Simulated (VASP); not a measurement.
Consider the following.

```xyz
2
Lattice="3.5641 0.0000 0.0000 -1.7821 3.0866 0.0000 0.0000 0.0000 5.6256" Properties=species:S:1:pos:R:3 pbc="T T T"
Gd     0.0000     2.0578     1.4064
Gd     1.7821     1.0289     4.2192
```

Method: PBEsol GGA with spin-orbit coupling, VASP's PBE PAW potentials (set 64) (plane waves; VASP 6.6.1). Numerical set-up: 400 eV cut-off, 11×11×6 Γ-centred mesh, Gaussian smearing of 0.050 eV, potentials Gd_3.

The 4f electrons are frozen in the core of the lanthanide potential, so 4f levels, which can set the real gap, and their magnetism are missing.

**Question.** Give the energies of bands 13 to 25 at the high-symmetry points, in eV from the Fermi level.

**Answer.** 
| band | Γ | M | K | A | L | H |
|---|---|---|---|---|---|---|
| 13 | -4.87 | -1.81 | -1.16 | -3.23 | -2.01 | -0.70 |
| 14 | -4.87 | -1.81 | -1.16 | -3.23 | -2.01 | -0.70 |
| 15 | -2.24 | -1.63 | -0.67 | -3.23 | -2.01 | -0.65 |
| 16 | -2.24 | -1.63 | -0.67 | -3.23 | -2.01 | -0.65 |
| 17 | 1.56 | -1.15 | -0.47 | 0.89 | -0.14 | -0.48 |
| 18 | 1.56 | -1.15 | -0.47 | 0.89 | -0.14 | -0.48 |
| 19 | 1.73 | 0.44 | -0.29 | 0.89 | -0.14 | -0.33 |
| 20 | 1.73 | 0.44 | -0.29 | 0.89 | -0.14 | -0.33 |
| 21 | 1.78 | 1.34 | 1.08 | 1.50 | 2.05 | 0.65 |
| 22 | 1.78 | 1.34 | 1.08 | 1.50 | 2.05 | 0.65 |
| 23 | 1.95 | 1.60 | 1.15 | 1.62 | 2.05 | 0.81 |
| 24 | 1.95 | 1.60 | 1.15 | 1.67 | 2.05 | 0.81 |
| 25 | 2.26 | 2.30 | 2.58 | 1.67 | 3.01 | 2.78 |

It has no gap at this level: it comes out as a metal or semimetal.

The structure comes from a measured Gd entry (P6_3/mmc) of the Crystallography Open Database, whose conditions weren't checked. It was relaxed first, which changed the volume by -7 %.
